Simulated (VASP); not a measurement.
Here is a VASP 6.6.1 calculation.

INCAR

```
SYSTEM = LiH13O7
PREC = Accurate ; ENCUT = 520
EDIFF = 1E-6 ; ISMEAR = -1
SIGMA = 0.05 ; LREAL = Auto
LASPH = .True. ; NELM = 100
ALGO = Normal ; ISIF = 2
LWAVE = .False. ; LCHARG = .False.
GGA = PE ; IVDW = 12
NBANDS = 45
```

The input KPOINTS:

```
regular mesh
0
Gamma
  1 1 1
  0 0 0
```

POSCAR

```
LiH13O7
1.0
    6.6282230000      0.0000000000      0.0000000000
    0.0000000000      6.6282230000      0.0000000000
    0.0000000000      0.0000000000      6.6282230000
O H Li
7 13 1
Direct
    0.1437941964      0.8442986906      0.1164867265
    0.8650734895      0.0546149398      0.4543148292
   -0.0491232718      0.3131759447      0.8255304627
    0.3559325026     -0.0785127477      0.6389344474
    0.8608491295      0.7706137829      0.8615582185
    0.6844670133      0.1410031014      1.0697588177
    0.1543400094      0.6445920724      0.4720269671
    0.1631659043      0.7543952580      0.2353873731
    0.2783853229      0.8694336325      0.0588242128
    0.8978877144      0.1889194132      0.4946876410
    0.8176399617      0.0733831677      0.3138548597
   -0.0595031278      0.4592633652      0.8188770957
    0.0980956736      0.2924162328      0.8393501546
    0.3389747146     -0.2113537822      0.5620058347
    0.4781221151     -0.0845928087      0.7114878301
    0.7687882559      0.8634742675      0.9232338743
    0.9853621400      0.7777197599      0.9465734632
    0.5588828258      0.2167700151      1.0684311617
    0.7820195549      0.2172075381      0.9813339111
    0.1877275402      0.5123545179      0.4303717603
    1.0195341949      0.8282310357      0.6097411026
```

Potentials or basis: VASP PAW PBE potentials, release 64 (O, H, Li_sv).

Command:

```bash
$ cat potpaw_PBE.64/O/POTCAR potpaw_PBE.64/H/POTCAR potpaw_PBE.64/Li_sv/POTCAR > POTCAR
$ mpirun -np 1 vasp_gam > vasp.out
```

Task: Estimate the largest force.

Result: 1.571 eV/Å.

Task: What does it give for the band gap on the k mesh?

Result: 3.29 eV, direct.

Forces in eV/Å, atoms in the order of the input:
```
O    0.836  0.337 -0.964
O   -0.135 -0.745 -0.536
O    1.114 -0.052 -0.052
O   -1.290 -0.130 -0.638
O    0.529 -0.979 -1.109
O    0.128 -0.085 -0.227
O    0.112  0.705 -0.352
H   -0.108 -0.203  0.984
H   -0.518 -0.127  0.244
H    0.216  0.875  0.641
H   -0.049 -0.270  0.233
H   -0.361  0.481 -0.091
H   -0.763 -0.178 -0.083
H   -0.344  0.352  0.247
H    1.381 -0.006  0.601
H   -0.471  0.664  0.462
H   -0.027  0.301  0.753
H    0.116 -0.035  0.087
H   -0.185 -0.197  0.186
H    0.202 -1.162 -0.152
Li  -0.383  0.454 -0.235
```

 A hybrid or GW would open this gap; PBE tends to underestimate it.
